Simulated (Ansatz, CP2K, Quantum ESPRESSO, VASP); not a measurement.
## BaZrO3: programs and potentials compared

```xyz
5
Lattice="4.1913 0.0000 0.0000 0.0000 4.1913 0.0000 0.0000 0.0000 4.1913" Properties=species:S:1:pos:R:3 pbc="T T T"
Ba    0.0000    0.0000    0.0000
Zr    2.0957    2.0957    2.0957
O     2.0957    2.0957    0.0000
O     2.0957    0.0000    2.0957
O     0.0000    2.0957    2.0957
```

Alike in all runs: task equation of state; functional PBEsol; k mesh 6 × 6 × 6; occupations fermi-dirac, width 0.05 eV; no spin polarisation; no spin-orbit coupling.

| program and potentials | plane-wave cutoff (eV) | notes | equilibrium volume (Å³/atom) | bulk modulus (GPa) |
| --- | --- | --- | --- | --- |
| Ansatz, Ansatz PAW | 420 | potentials made for PBE, which Ansatz adapts in part | 14.61 | 162.7 |
| CP2K, POTENTIAL_UZH Ba GTH-PBE-q10, Zr GTH-PBE-q12, O GTH-PBE-q6; TZVP-MOLOPT-PBE-GTH basis | - | atomic basis; potentials made for PBE | 14.84 | 160.9 |
| Quantum ESPRESSO, GBRV 1.5 PBEsol | 612 | - | 14.67 | 163.1 |
| VASP, PBE PAW files Ba_sv, O, Zr_sv, 520 eV | 520 | potentials made for PBE | 14.73 | 162.2 |
| Ansatz, all-electron LAPW, scalar-relativistic | - | - | 14.61 | 162.9 |

The equilibrium volume spans 14.61 (Ansatz, all-electron LAPW, scalar-relativistic) to 14.84 Å³/atom (CP2K, POTENTIAL_UZH Ba GTH-PBE-q10, Zr GTH-PBE-q12, O GTH-PBE-q6; TZVP-MOLOPT-PBE-GTH basis), with all-electron results at 14.61. The bulk modulus spans 160.9 (CP2K, POTENTIAL_UZH Ba GTH-PBE-q10, Zr GTH-PBE-q12, O GTH-PBE-q6; TZVP-MOLOPT-PBE-GTH basis) to 163.1 GPa (Quantum ESPRESSO, GBRV 1.5 PBEsol), with all-electron results at 162.9. Rows in atomic bases carry the error of their basis and grid, which can be large.

Differences between rows come from potentials, basis sets and numerical settings, since the functional is the same but for its coding. Runs on potential files found faulty are left out.
